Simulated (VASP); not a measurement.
Crystal: ScCr.

```
Sc Cr
1.0
     3.78446    0.00000    0.00000
    -1.89223    3.27744    0.00000
     0.00000    0.00000    5.73209
Sc Cr
2 2
Direct
  0.66667 0.33333 0.88503
  0.33333 0.66667 0.38503
  0.66667 0.33333 0.48997
  0.33333 0.66667 0.98997
```

The cell was built by a generator and needn't be a form met in nature.

| Item | Value |
| --- | --- |
| Program | VASP 6.6.1 |
| Task | relaxation of the atoms |
| Functional | LDA |
| Potentials or basis | VASP PAW LDA potentials, release 64 (Sc_sv, Cr_pv) |
| Cutoff | 520 eV |
| k mesh | 8 × 8 × 5 |
| Occupations | methfessel-paxton, width 0.2 eV |
| Spin | collinear spin, ferromagnetic start |
| Starting moments | [0.0, 0.0, 3.0, 3.0] μB |

At the start: pressure 12.6 GPa; volume 17.77 Å³/atom.

Question: Where does the relaxation end?

Answer: Over 5 steps the energy falls by 57.6 meV/atom; space group P6_3mc (No. 186, to 0.05 Å); moment 5.29 μB per cell.

The path:
```csv
step,energy change (eV),largest force (eV/Å),pressure (GPa)
1,0.0000,0.8343,12.58
2,-0.1096,0.5338,12.21
3,-0.2204,0.1378,11.03
4,-0.2302,0.0175,11.00
5,-0.2304,0.0010,11.02
```

Final structure:
```xyz
4
Lattice="3.7845 0.0000 0.0000 -1.8922 3.2774 0.0000 0.0000 0.0000 5.7321" Properties=species:S:1:pos:R:3 pbc="T T T"
Sc    1.8922    1.0925    5.2387
Sc    0.0000    2.1850    2.3726
Cr    1.8922    1.0925    2.6430
Cr    0.0000    2.1850    5.5090
```
